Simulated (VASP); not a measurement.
Here is the system:

```
Er
1.0
    1.78000    -3.08305     0.00000
    1.78000     3.08305     0.00000
    0.00000     0.00000     5.59000
Er
2
Direct
  0.33333   0.66667   0.25000
  0.66667   0.33333   0.75000
```

All values below come from AM05 GGA, VASP's PBE PAW potentials (set 64) (plane waves; VASP). Numerical set-up: 520 eV cut-off, 11×11×6 Γ-centred mesh, first-order Methfessel-Paxton smearing of 0.10 eV, potentials Er_3.

The 4f electrons are frozen in the core of the lanthanide potential, so 4f levels, which can set the real gap, and their magnetism are missing. Energy and stress use the plane-wave basis of the starting cell.

Question: The ions, cell shape and volume are relaxed. Predict the relaxed structure.

Answer: 
```
Er
1.0
    1.76664    -3.05991     0.00000
    1.76664     3.05991     0.00000
    0.00000     0.00000     5.44189
Er
2
Direct
  0.33333   0.66667   0.25000
  0.66667   0.33333   0.75000
```
Space group P6_3/mmc (194), at a tolerance of 0.03 Å.

Question: How do energy and volume change from the first to the last step?

Answer: The energy (σ→0) changes by -8.9 meV/atom and the volume by -4.1 %, in 6 ionic steps.

The compound is Er in the hcp structure. This run relaxes it. Symmetry was kept, so distortions that lower it aren't found.
